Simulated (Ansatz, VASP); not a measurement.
## TiZn3: VASP beside Ansatz

```
Ti Zn
1.0
     4.03438    0.00000    0.00000
     0.00000    4.03438    0.00000
     0.00000    0.00000    4.03438
Ti Zn
1 3
Cartesian
  0.0000 0.0000 0.0000
  0.0000 2.0172 2.0172
  2.0172 0.0000 2.0172
  2.0172 2.0172 0.0000
```

Alike in both runs: task single point; functional LDA; k mesh 6 × 6 × 6; occupations fermi-dirac, width 0.05 eV; no spin polarisation.

|  | VASP | Ansatz |
| --- | --- | --- |
| version | VASP 6.6.1 | Ansatz 0.2.0 |
| potentials or method | VASP PAW LDA potentials, release 64 (Ti_sv, Zn) | plane waves, PAW |
| plane-wave cutoff (eV) | 520 | 500 |
| valence electrons in the cell | 48 | 48 |

VASP gave:

```
pressure (GPa) : -14.4
```

**Question.** Which values does Ansatz return?

**Answer.** Pressure (GPa): -14.7.
